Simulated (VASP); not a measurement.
Data:

```
CELL_PARAMETERS angstrom
      4.03264     0.00000     0.00000
      0.00000     4.03264     0.00000
      0.00000     0.00000     4.03264
ATOMIC_POSITIONS crystal
  Sc 0.00000 0.00000 0.00000
  Al 0.00000 0.50000 0.50000
  Al 0.50000 0.00000 0.50000
  Al 0.50000 0.50000 0.00000
```

The numbers are results of LDA (Ceperley-Alder, Perdew-Zunger), VASP's LDA PAW potentials (set 64) (plane waves; VASP), not measurements. Run with 520 eV cut-off, 9×9×9 Γ-centred mesh, tetrahedra with Blöchl corrections, potentials Sc_sv Al.

The cores are frozen, which limits the accuracy of field gradients.

Q: Give the principal components of the electric field gradient (V/Å²) and the asymmetry η at each nucleus.

A: 
| atom | Vxx | Vyy | Vzz | η |
|---|---|---|---|---|
| Sc1 | 0.0 | 0.0 | 0.0 | - |
| Al2 | -10.4 | -10.4 | 20.8 | 0.00 |
| Al3 | -10.4 | -10.4 | 20.8 | 0.00 |
| Al4 | -10.4 | -10.4 | 20.8 | 0.00 |

The compound is Al3Sc in the L1_2 structure. It was relaxed first.
